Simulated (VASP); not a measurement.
Calculation: PBE GGA, VASP's PBE PAW potentials (set 64) (plane waves; VASP 6.6.1).

Input for VASP

INCAR:
```
# general
SYSTEM  = CdF2
PREC    = Accurate
ENCUT   = 520
LREAL   = .FALSE.   # projection in real space or not
LASPH   = .TRUE.   # aspherical one-centre terms

# electronic loop
EDIFF   = 1E-6
NELM    = 100   # most electronic steps
ALGO    = Normal   # blocked Davidson
LMAXMIX = 4

# smearing
ISMEAR  = 0   # Gaussian
SIGMA   = 0.05   # width (eV)

# functional
GGA     = PE   # PBE

# ions
ISIF    = 2

# output
LWAVE   = .FALSE.
LCHARG  = .FALSE.
```

### KPOINTS
```
K-points
0
Monkhorst Pack
  8 8 8
0 0 0
```

POSCAR:
```
CdF2
1
    0.0000000000     2.6201320000     2.7410440000
    2.6755270000     0.0000000000     2.7410440000
    2.6755270000     2.6201320000     0.0000000000
Cd F
1 2
Direct
  0.0000000000   0.0000000000   0.0000000000
  0.2500000000   0.2500000000   0.2500000000
  0.7339490000   0.7660510000   0.7660510000
```

POTCAR, in this order: Cd F (PBE.64 set). Program: vasp_std.

The resulting files:

**OSZICAR**
```
       N       E                     dE             d eps       ncg     rms          rms(c)
DAV:   1     0.200407112376E+03    0.20041E+03   -0.16034E+04 18040   0.156E+03
DAV:   2    -0.416156500968E+01   -0.20457E+03   -0.19921E+03 19671   0.385E+02
DAV:   3    -0.124495159510E+02   -0.82880E+01   -0.82701E+01 19082   0.873E+01
DAV:   4    -0.124898768694E+02   -0.40361E-01   -0.40354E-01 20676   0.606E+00
DAV:   5    -0.124900190496E+02   -0.14218E-03   -0.14218E-03 19080   0.315E-01    0.108E+01
DAV:   6    -0.107652954681E+02    0.17247E+01   -0.51690E+00 22755   0.442E+01    0.792E+00
DAV:   7    -0.108078364140E+02   -0.42541E-01   -0.86858E-01 17568   0.100E+01    0.458E+00
DAV:   8    -0.108020800384E+02    0.57564E-02   -0.15048E-01 18489   0.409E+00    0.716E-01
DAV:   9    -0.107933978883E+02    0.86822E-02   -0.40956E-02 22730   0.270E+00    0.861E-02
DAV:  10    -0.107939762459E+02   -0.57836E-03   -0.29559E-03 17652   0.688E-01    0.115E-01
DAV:  11    -0.107940561395E+02   -0.79894E-04   -0.12139E-04 19781   0.139E-01    0.363E-02
DAV:  12    -0.107940818416E+02   -0.25702E-04   -0.42166E-05 17729   0.637E-02    0.177E-02
DAV:  13    -0.107940835845E+02   -0.17430E-05   -0.60381E-06 19640   0.222E-02    0.421E-03
DAV:  14    -0.107940835265E+02    0.58039E-07   -0.62802E-07 13489   0.120E-02
   1 F= -.10794084E+02 E0= -.10794084E+02  d E =-.137474E-18
```

File OUTCAR:
```
------------------------ aborting loop because EDIFF is reached ----------------------------------------
  FORCE on cell =-STRESS in cart. coord.  units (eV):
  Direction    XX          YY          ZZ          XY          YZ          ZX
  --------------------------------------------------------------------------------------
  Total        2.1350776      2.6449152      1.4754663      0.0000000      0.2838517      0.0000000
  in kB       89.0114194    110.2665603     61.5122164      0.0000000     11.8337802      0.0000000
  external PRESSURE =      86.9300654 kB  Pullay stress =       0.0000000 kB
  volume of cell :       38.43
      direct lattice vectors                 reciprocal lattice vectors
     0.000000000  2.620132000  2.741044000    -0.186879071  0.190830080  0.182412249
     2.675527000  0.000000000  2.741044000     0.186879071 -0.190830080  0.182412249
     2.675527000  2.620132000  0.000000000     0.186879071  0.190830080 -0.182412249
 POSITION                                       TOTAL-FORCE (eV/Angst)
 -----------------------------------------------------------------------------------
      0.00000      0.00000      0.00000         0.275024      0.000000      0.000000
      1.33776      1.31007      1.37052         0.188770      0.000000      0.000000
      4.09918      3.93020      4.11157        -0.463794      0.000000     -0.000000
 -----------------------------------------------------------------------------------
    total drift:                               -0.000275      0.000002      0.000002
  FREE ENERGIE OF THE ION-ELECTRON SYSTEM (eV)
  ---------------------------------------------------
  free  energy   TOTEN  =       -10.7940835265 eV

  energy  without entropy=      -10.7940835265  energy(sigma->0) =      -10.79408353
```
(Selected blocks of OUTCAR.)

The compound is CdF2 in the fluorite structure. The cell was not relaxed at this level, atoms are displaced from their ideal sites. The run is one of a series of settings (KPOINTS 8×8×8 Monkhorst-Pack mesh against the base run), some of them coarse on purpose.
